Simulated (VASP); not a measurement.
# Relaxed cell of TaAs: a test of cutoff and mesh

Aim: test the relaxed volume of TaAs against cutoff and mesh. The starting structure is a computed structure from the Materials Project. The first relaxation on each setting starts from this cell expanded by 3 % in volume.

Main program and level: VASP 6.6.1; Kohn-Sham DFT with plane waves and PAW; PBEsol.

### 1. Starting point

Symmetry: I4_1md, No. 109, tetragonal system. Conventional cell: a = 3.444 Å, b = 3.444 Å, c = 11.736 Å, α = 90.00°, β = 90.00°, γ = 90.00°. Nearest to Ta lie 6 As at 2.61 to 2.62 Å. Nearest to As lie 6 Ta at 2.61 to 2.62 Å. Farther neighbours are not listed.

### 2. Reference relaxation

This run starts from the cell of an earlier relaxation, which isn't shown; the restart sets up the plane waves anew.

Input file INCAR:

```
SYSTEM = TaAs
PREC = Accurate
ENCUT = 450
EDIFF = 1E-06
NELM = 100
ISMEAR = 0
SIGMA = 0.05
LREAL = .FALSE.
ALGO = Normal
GGA = PS
NBANDS = 22
LASPH = .TRUE.
LORBIT = 11
LWAVE = .FALSE.
LCHARG = .FALSE.
KPAR = 16
IBRION = 2
NSW = 50
ISIF = 3
EDIFFG = -0.006
```

Input file POSCAR:

```
TaAs
1.0
   -1.7160288193      1.7160288193      5.7999857395
    1.7160288193     -1.7160288193      5.7999857395
    1.7160288193      1.7160288193     -5.7999857395
Ta As
2 2
Direct
    0.5003017715      0.5003017715      0.0000000000
    0.2503017715      0.7503017715      0.5000000000
    0.0822976485      0.0822976485      0.0000000000
    0.8322976485      0.3322976485      0.5000000000
```

Input file KPOINTS:

```
Automatic mesh
0
Gamma
14 14 14
0 0 0
```

PAW data sets: Ta_pv and As (PBE family, release 64).

On the command line:

```
$ mpirun -np 16 vasp_std
```

Log:

```text
[banner, memory and clock lines left out]
running   16 mpi-ranks, on    1 nodes
 distrk:  each k-point on    1 cores,   16 groups
 distr:  one band on    1 cores,    1 groups

 POSCAR found type information on POSCAR TaAs
 POSCAR found :  2 types and       4 ions
|                                                                             |
|           W    W    AA    RRRRR   N    N  II  N    N   GGGG   !!!           |
|           W    W   A  A   R    R  NN   N  II  NN   N  G    G  !!!           |
|           W    W  A    A  R    R  N N  N  II  N N  N  G       !!!           |
|           W WW W  AAAAAA  RRRRR   N  N N  II  N  N N  G  GGG   !            |
|           WW  WW  A    A  R   R   N   NN  II  N   NN  G    G                |
|           W    W  A    A  R    R  N    N  II  N    N   GGGG   !!!           |
|                                                                             |
|     For optimal performance we recommend to set                             |
|       NCORE = 2 up to number-of-cores-per-socket                            |
|     NCORE specifies how many cores store one orbital (NPAR=cpu/NCORE).      |
|     This setting can greatly improve the performance of VASP for DFT.       |
|     The default, NCORE=1 might be grossly inefficient on modern             |
|     multi-core architectures or massively parallel machines. Do your        |
|     Unfortunately you need to use the default for GW and RPA                |
|     calculations (for HF NCORE is supported but not extensively tested      |
|     yet).                                                                   |
|                                                                             |

|                                                                             |
|               ----> ADVICE to this user running VASP <----                  |
|                                                                             |
|     You enforced a specific xc type in the INCAR file but a different       |
|     [... a line on the potential file left out ...]
|     I HOPE YOU KNOW WHAT YOU ARE DOING!                                     |
|                                                                             |

 LDA part: xc-table for (Slater+PW92), standard interpolation
 POSCAR, INCAR and KPOINTS ok, starting setup
 FFT: planning ... GRIDC
 FFT: planning ... GRID_SOFT
 FFT: planning ... GRID
 WAVECAR not read
 entering main loop
       N       E                     dE             d eps       ncg     rms          rms(c)
DAV:   1     0.220491117399E+03    0.22049E+03   -0.15401E+04 10760   0.126E+03
DAV:   2    -0.298302316325E+02   -0.25032E+03   -0.24069E+03 12484   0.348E+02
DAV:   3    -0.393722093195E+02   -0.95420E+01   -0.93067E+01 13944   0.611E+01
DAV:   4    -0.395334618743E+02   -0.16125E+00   -0.16051E+00 13196   0.754E+00
DAV:   5    -0.395369644390E+02   -0.35026E-02   -0.34995E-02 13900   0.881E-01    0.222E+01
DAV:   6    -0.378639807897E+02    0.16730E+01   -0.49576E+00 13086   0.137E+01    0.957E+00
DAV:   7    -0.377481702818E+02    0.11581E+00   -0.49398E-01 14986   0.448E+00    0.264E+00
DAV:   8    -0.377289229085E+02    0.19247E-01   -0.45217E-02 13262   0.101E+00    0.250E-01
DAV:   9    -0.377286207851E+02    0.30212E-03   -0.35659E-03 13654   0.320E-01    0.104E-01
DAV:  10    -0.377285724192E+02    0.48366E-04   -0.34432E-04 12878   0.153E-01    0.185E-02
DAV:  11    -0.377285707730E+02    0.16462E-05   -0.30053E-05 14298   0.288E-02    0.123E-02
DAV:  12    -0.377285678218E+02    0.29512E-05   -0.87921E-06 13226   0.202E-02    0.107E-03
DAV:  13    -0.377285678025E+02    0.19322E-07   -0.33213E-07  7798   0.381E-03
   1 F= -.37728568E+02 E0= -.37728360E+02  d E =-.377286E+02
 curvature:   0.00 expect dE= 0.000E+00 dE for cont linesearch  0.000E+00
 trial: gam= 0.00000 g(F)=  0.894E-07 g(S)=  0.405E-05 ort = 0.000E+00 (trialstep = 0.100E+01)
 search vector abs. value=  0.414E-05
 reached required accuracy - stopping structural energy minimisation
```

The job ended after 59 s (16 MPI ranks of AMD EPYC 7R43, shared host; peak memory 8.6 GiB; 15 min of CPU time).

The logs omit lines about the potential files and the build; timing stands in the text.

From OUTCAR (step 2):

```text
ion  position               nearest neighbor table
   1  0.500  0.500  0.000-   4 2.60   4 2.60   3 2.61   3 2.61   3 2.61   3 2.61   2 3.37   2 3.37
                             2 3.37   2 3.37
   2  0.250  0.750  0.500-   3 2.60   3 2.60   4 2.61   4 2.61   4 2.61   4 2.61   1 3.37   1 3.37
                             1 3.37   1 3.37
   3  0.082  0.082  0.000-   2 2.60   2 2.60   1 2.61   1 2.61   1 2.61   1 2.61
   4  0.832  0.332  0.500-   1 2.60   1 2.60   2 2.61   2 2.61   2 2.61   2 2.61

  LATTYP: Found a body centered tetragonal cell.
 ALAT       =     3.4320576386
 C/A-ratio  =     3.3798883062

 Subroutine GETGRP returns: Found  8 space group operations
 (whereof  4 operations were pure point group operations)

The static configuration has the point symmetry C_2v.
 The point group associated with its full space group is C_4v.

 Found    244 irreducible k-points:

   k-points           NKPTS =    244   k-points in BZ     NKDIM =    244   number of bands    NBANDS=     22

   dimension x,y,z NGX =    48 NGY =   48 NGZ =   48
   dimension x,y,z NGXF=    96 NGYF=   96 NGZF=   96

   ENCUT  =  450.0 eV  33.07 Ry    5.75 a.u.  10.87 10.87 10.87*2*pi/ulx,y,z

   NELECT =      32.0000    total number of electrons

 k-points in reciprocal lattice and weights: Automatic mesh
   0.00000000  0.00000000  0.00000000       0.000
   0.07142857 -0.00000000  0.00000000       0.003
   0.14285714 -0.00000000  0.00000000       0.003
   0.21428571 -0.00000000  0.00000000       0.003
   0.28571429 -0.00000000  0.00000000       0.003
   0.35714286  0.00000000  0.00000000       0.003
   0.42857143 -0.00000000  0.00000000       0.003
   0.50000000 -0.00000000  0.00000000       0.001
   0.07142857  0.07142857 -0.00000000       0.003
[...]
-0.42857143 -0.42857143  0.42857143       0.001
   0.50000000  0.50000000  0.50000000       0.000

 average (electrostatic) potential at core
       1 -35.8607       2 -35.8607       3 -47.4965       4 -47.4965

 E-fermi :   6.9768

 k-point     1 :       0.0000    0.0000    0.0000
  band No.  band energies     occupation
    ...
     12       4.4888      2.00000
     13       4.5905      2.00000
     14       5.0303      2.00000
     15       5.3484      2.00000
     16       5.3484      2.00000
     17       7.8892      0.00000
     18       8.5911      0.00000
     19       9.4060      0.00000
     20      10.1470      0.00000
     21      10.1470      0.00000
    ...

 k-point     2 :       0.0714   -0.0000    0.0000
  band No.  band energies     occupation
    ...
     12       4.4327      2.00000
     13       4.6730      2.00000
     14       4.9033      2.00000
     15       5.3270      2.00000
     16       5.4902      2.00000
     17       7.7838      0.00000
     18       8.4604      0.00000
     19       9.4374      0.00000
     20       9.8452      0.00000
     21      10.3413      0.00000
    ...

 k-point     3 :       0.1429   -0.0000    0.0000
  band No.  band energies     occupation
    ...
     12       4.2875      2.00000
     13       4.7868      2.00000
     14       4.9979      2.00000
     15       5.2296      2.00000
     16       5.7481      2.00000
     17       7.5930      0.00000
     18       8.2401      0.00000
     19       9.0551      0.00000
     20       9.6881      0.00000
     21      10.1394      0.00000
    ...

  Total        0.0051924      0.0051924     -0.0167958      0.0000000      0.0000000      0.0000000
  in kB        0.1217696      0.1217696     -0.3938891      0.0000000      0.0000000      0.0000000
  external PRESSURE =      -0.0501166 kB  Pullay stress =       0.0000000 kB

  energy-cutoff  :      450.00
  volume of cell :       68.32
      direct lattice vectors                 reciprocal lattice vectors
    -1.716028819  1.716028819  5.799985740     0.000000000  0.291370398  0.086207109
     1.716028819 -1.716028819  5.799985740     0.291370398  0.000000000  0.086207109
     1.716028819  1.716028819 -5.799985740     0.291370398  0.291370398  0.000000000

 POSITION                                       TOTAL-FORCE (eV/Angst)
 -----------------------------------------------------------------------------------
      0.00000      0.00000      5.80349         0.000000     -0.000000     -0.000681
      1.71603     -0.00000      2.90349        -0.000000      0.000000     -0.000681
      0.00000      0.00000      0.95465         0.000000     -0.000000      0.000681
      0.00000      1.71603      3.85464        -0.000000      0.000000      0.000681
 -----------------------------------------------------------------------------------
    total drift:                                0.000000      0.000000      0.000211

  FREE ENERGIE OF THE ION-ELECTRON SYSTEM (eV)
  ---------------------------------------------------
  free  energy   TOTEN  =       -37.7285678025 eV

  energy  without entropy=      -37.7281522175  energy(sigma->0) =      -37.72836001

 reached required accuracy - stopping structural energy minimisation

 total charge
# of ion       s       p       d       tot
------------------------------------------
    1        0.280   6.167   2.421   8.867
    2        0.280   6.167   2.421   8.867
    3        1.191   1.684   0.086   2.961
    4        1.191   1.684   0.086   2.961
--------------------------------------------------
tot          2.942  15.702   5.013  23.656

[... 3 further parts left out ...]
```

The PAW data sets were made with PBE, which is usual practice but a small mismatch for other functionals. The run keeps the 8 symmetry operations of its start, so it cannot find a distortion of lower symmetry.

The reference relaxation ends at 17.080 Å³ an atom.

### 3. Relaxation with a cutoff of 220 eV

Against step 2 the input has ENCUT = 220. This run starts from the cell of an earlier relaxation, which isn't shown; the restart sets up the plane waves anew.

INCAR, as its differences from that of step 2:

```diff
@@ -2,3 +2,3 @@
 PREC = Accurate
-ENCUT = 450
+ENCUT = 220
 EDIFF = 1E-06
```

Input file POSCAR:

```
TaAs
1.0
   -1.7146334545      1.7146334545      5.7911804673
    1.7146334545     -1.7146334545      5.7911804673
    1.7146334545      1.7146334545     -5.7911804673
Ta As
2 2
Direct
    0.5003280001      0.5003280001      0.0000000000
    0.2503280001      0.7503280001      0.5000000000
    0.0822714199      0.0822714199      0.0000000000
    0.8322714199      0.3322714199      0.5000000000
```

KPOINTS is that of step 2.

On the command line:

```
$ mpirun -np 16 vasp_std
```

Log:

```text
[banner, memory and clock lines left out]
running   16 mpi-ranks, on    1 nodes
[...]
[... a notice as in an earlier step ...]

 [... a notice as in an earlier step ...]

 LDA part: xc-table for (Slater+PW92), standard interpolation
 POSCAR, INCAR and KPOINTS ok, starting setup
[...]
entering main loop
       N       E                     dE             d eps       ncg     rms          rms(c)
DAV:   1     0.135383655666E+03    0.13538E+03   -0.10547E+04 11824   0.743E+02
DAV:   2    -0.340979322540E+02   -0.16948E+03   -0.16226E+03 13076   0.248E+02
DAV:   3    -0.394488979536E+02   -0.53510E+01   -0.52495E+01 13638   0.432E+01
DAV:   4    -0.395249148050E+02   -0.76017E-01   -0.75827E-01 13026   0.471E+00
[...]
DAV:  11    -0.377162470346E+02    0.27822E-05   -0.14773E-05 13476   0.242E-02    0.162E-02
DAV:  12    -0.377162447746E+02    0.22600E-05   -0.58203E-06 12782   0.173E-02    0.124E-03
DAV:  13    -0.377162447670E+02    0.76479E-08   -0.14371E-07  7864   0.245E-03
   1 F= -.37716245E+02 E0= -.37716032E+02  d E =-.377162E+02
[... from here on, the cycles between the ionic steps are left out ...]
   2 F= -.37715993E+02 E0= -.37715773E+02  d E =0.251288E-03
   3 F= -.37716340E+02 E0= -.37716124E+02  d E =-.949704E-04
   4 F= -.37716340E+02 E0= -.37716124E+02  d E =-.950100E-04
   5 F= -.37716315E+02 E0= -.37716101E+02  d E =-.705906E-04
   6 F= -.37716339E+02 E0= -.37716124E+02  d E =-.942907E-04
   7 F= -.37716351E+02 E0= -.37716132E+02  d E =-.119935E-04
 trial-energy change:   -0.000012  1 .order   -0.000012   -0.000019   -0.000006
 step:   1.2738(harm=  1.2738)  dis= 0.00015  next Energy=   -37.716353 (dE=-0.136E-04)
 reached required accuracy - stopping structural energy minimisation
```

The job ended after 53 s (16 MPI ranks; peak memory 3.8 GiB).

Parts of OUTCAR (step 3):

```text
  Total        0.0032188      0.0032188     -0.0094980      0.0000000      0.0000000      0.0000000
  in kB        0.0758341      0.0758341     -0.2237704      0.0000000      0.0000000      0.0000000
  external PRESSURE =      -0.0240341 kB  Pullay stress =       0.0000000 kB

 POSITION                                       TOTAL-FORCE (eV/Angst)
 -----------------------------------------------------------------------------------
      0.00000      0.00000      5.78952        -0.000000      0.000000      0.003845
      1.71421      0.00000      2.89671         0.000000     -0.000000      0.003845
      0.00000      0.00000      0.95188        -0.000000     -0.000000     -0.003845
     -0.00000      1.71421      3.84469         0.000000      0.000000     -0.003845
 -----------------------------------------------------------------------------------
    total drift:                               -0.000002     -0.000002      0.000143

  FREE ENERGIE OF THE ION-ELECTRON SYSTEM (eV)
  ---------------------------------------------------
  free  energy   TOTEN  =       -37.7163510512 eV

  energy  without entropy=      -37.7159124949  energy(sigma->0) =      -37.71613177

[... 2 parts as in an earlier step ...]

[... 2 further parts left out ...]
[key lines of the parts left out:]
E-fermi :   7.0253
```

With a cutoff of 220 eV the cell ends at 17.001 Å³ an atom, -0.46 % from the reference.

### 4. Relaxation with an 8×8×8 mesh

Against step 2 the input has an 8×8×8 mesh. This run starts from the cell of an earlier relaxation, which isn't shown; the restart sets up the plane waves anew.

INCAR, as its differences from that of step 3:

```diff
@@ -2,3 +2,3 @@
 PREC = Accurate
-ENCUT = 220
+ENCUT = 450
 EDIFF = 1E-06
```

Input file POSCAR:

```
TaAs
1.0
   -1.7152998254      1.7152998254      5.8077780893
    1.7152998254     -1.7152998254      5.8077780893
    1.7152998254      1.7152998254     -5.8077780893
Ta As
2 2
Direct
    0.5002698441      0.5002698441      0.0000000000
    0.2502698441      0.7502698441      0.5000000000
    0.0823295759      0.0823295759      0.0000000000
    0.8323295759      0.3323295759      0.5000000000
```

Input file KPOINTS:

```
Automatic mesh
0
Gamma
8 8 8
0 0 0
```

On the command line:

```
$ mpirun -np 16 vasp_std
```

Log:

```text
[... set-up lines as in an earlier step ...]
 entering main loop
       N       E                     dE             d eps       ncg     rms          rms(c)
DAV:   1     0.221322075197E+03    0.22132E+03   -0.15459E+04  2596   0.126E+03
DAV:   2    -0.296685588581E+02   -0.25099E+03   -0.24071E+03  2992   0.349E+02
DAV:   3    -0.393577504550E+02   -0.96892E+01   -0.94607E+01  3352   0.617E+01
DAV:   4    -0.395255626062E+02   -0.16781E+00   -0.16711E+00  3228   0.779E+00
[...]
DAV:  11    -0.377135704150E+02    0.21126E-05   -0.28500E-05  3422   0.284E-02    0.121E-02
DAV:  12    -0.377135675186E+02    0.28964E-05   -0.83234E-06  3216   0.198E-02    0.982E-04
DAV:  13    -0.377135675108E+02    0.77666E-08   -0.29135E-07  1904   0.360E-03
   1 F= -.37713568E+02 E0= -.37712942E+02  d E =-.377136E+02
[...]
N       E                     dE             d eps       ncg     rms          rms(c)
DAV:   1    -0.377135939640E+02   -0.26445E-04   -0.10924E-03  2680   0.230E-01    0.257E-02
DAV:   2    -0.377135770684E+02    0.16896E-04   -0.31399E-05  3256   0.430E-02    0.125E-02
DAV:   3    -0.377135716293E+02    0.54391E-05   -0.13992E-05  3202   0.261E-02    0.390E-03
DAV:   4    -0.377135717406E+02   -0.11134E-06   -0.11322E-06  1748   0.716E-03
   2 F= -.37713572E+02 E0= -.37712952E+02  d E =-.422981E-05
 trial-energy change:   -0.000004  1 .order   -0.000005   -0.000010    0.000001
 step:   0.9284(harm=  0.9284)  dis= 0.00005  next Energy=   -37.713572 (dE=-0.466E-05)
 reached required accuracy - stopping structural energy minimisation
```

Run time: 34 s. Hardware: 16 MPI ranks; peak memory 6 GiB.

OUTCAR, selected parts (step 4):

```text
  Total        0.0044967      0.0044967      0.0027001      0.0000000      0.0000000      0.0000000
  in kB        0.1054181      0.1054181      0.0633007      0.0000000      0.0000000      0.0000000
  external PRESSURE =       0.0913790 kB  Pullay stress =       0.0000000 kB

 POSITION                                       TOTAL-FORCE (eV/Angst)
 -----------------------------------------------------------------------------------
      0.00000      0.00000      5.80900        -0.000000     -0.000000      0.003403
      1.71545      0.00000      2.90604        -0.000000     -0.000000      0.003403
      1.71545      1.71545     -4.84987        -0.000000      0.000000     -0.003403
     -0.00000      1.71545      3.85901         0.000000     -0.000000     -0.003403
 -----------------------------------------------------------------------------------
    total drift:                                0.000000      0.000000      0.000470

  FREE ENERGIE OF THE ION-ELECTRON SYSTEM (eV)
  ---------------------------------------------------
  free  energy   TOTEN  =       -37.7135717406 eV

  energy  without entropy=      -37.7123322880  energy(sigma->0) =      -37.71295201

[... 1 part as in an earlier step ...]

[... 3 further parts left out ...]
[key lines of the parts left out:]
E-fermi :   7.0092
```

With an 8×8×8 mesh the cell ends at 17.085 Å³ an atom, +0.03 % from the reference.

[end of part 1 of 2]

[Lines on the potential files, build, host, timing and source positions are cut from VASP's logs without a mark.]

[Logs are printed without paths, hosts, clocks, repeated set-up lines and the standing remarks that a program may print on its own settings, such as how far it seeks lower states.]

[Hosts, paths, dates, database ids (printed as entryN), source tags and the programs' standing remarks are cut or masked in the printed files.]
